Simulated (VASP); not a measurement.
Given:

```
Ca
1.0
    0.00000     2.79979     2.79979
    2.79979     0.00000     2.79979
    2.79979     2.79979     0.00000
Ca
1
Direct
  0.00000   0.00000   0.00000
```

The numbers are results of revPBE GGA, VASP's PBE PAW potentials (set 64) (plane waves; VASP), not measurements. Numerical set-up: 520 eV cut-off, Gaussian smearing of 0.050 eV, potentials Ca_sv.

Task: Predict the band gap (along the path) with the smallest direct gap where there is one.

Result: 
| Item | Value |
|---|---|
| band gap (along the path) | none (metal, semimetal or under 0.01 eV) |

The absolute energy has meaning only against runs of the same code, potentials and settings.

The compound is Ca in the fcc structure. It was relaxed first.
